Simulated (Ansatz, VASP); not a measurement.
**One calculation of Al5BP6, two programs**

```
Al B P
1.0
     6.53462    0.00000    0.00000
    -3.26731    5.65914    0.00000
     0.00000    0.00000    6.19553
Al B P
5 1 6
Cartesian
  4.4503 0.0000 0.0007
  1.0421 1.8050 0.0007
  -2.2252 3.8541 0.0007
  3.2673 1.8864 3.1007
  0.0000 3.7728 3.1007
  0.0000 0.0000 3.0875
  4.6279 0.0000 2.3924
  0.9534 1.6513 2.3924
  -2.3139 4.0078 2.3924
  0.0000 0.0000 5.1119
  3.2673 1.8864 5.4732
  0.0000 3.7728 5.4732
```

Alike in both runs: functional PBE; k mesh 3 × 3 × 4; occupations gaussian, width 0.1 eV; no spin polarisation.

Ansatz relaxed the structure, and its values are those at the end. VASP's run is a single point on that final structure, the one shown.

```csv
,VASP,Ansatz
version,VASP 6.6.1,Ansatz 0.2.0
potentials or method,"VASP PAW PBE potentials, release 64 (Al, B, P)","scalar-relativistic, plane waves, PAW"
plane-wave cutoff (eV),520,420
valence electrons in the cell,48,48
```

|  | VASP | Ansatz | Ansatz less VASP |
| --- | --- | --- | --- |
| gap on the k mesh at the Fermi level (eV) | 1.43 | 1.43 | +0.001 |
| least direct gap on the mesh (eV) | 1.99 | 1.99 | +0.002 |
| pressure (GPa) | 0.0 | 0.1 | +0.11 |
| rms of the force components (eV/Å) | 0.012 | 0.012 | -0.0002 |

The functional is the same, so the differences come from potentials, cutoffs and numerics.

Caveats: an odd mesh through Γ misses points on the zone boundary, where band edges often lie. A hybrid or GW would open this gap; PBE tends to underestimate it.
